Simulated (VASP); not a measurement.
```xyz
3
Lattice="1.8881 -3.2702 0.0000 1.8881 3.2702 0.0000 0.0000 0.0000 4.8012" Properties=species:S:1:pos:R:3 pbc="T T T"
Pt     0.0000     0.0000     0.0000
Se     1.8881     1.0901     1.2777
Se     1.8881    -1.0901     3.5235
```

All values below come from PBE GGA with D4 dispersion, VASP's PBE PAW potentials (set 64) (plane waves; VASP 6.6.1). Numerical set-up: 520 eV cut-off, Gaussian smearing of 0.050 eV, potentials Pt Se.

Unless said otherwise, spin-orbit coupling is left out, though it shifts the bands of the heavy elements here.

### Question
Predict the band gap (along the path) with the smallest direct gap where there is one.

### Answer

| Property | Value |
|---|---|
| band gap (along the path) | none (metal, semimetal or under 0.01 eV) |

Only differences to runs with the same potentials and settings are physical.

The compound is PtSe2 in the 1T layered structure. It was relaxed first.
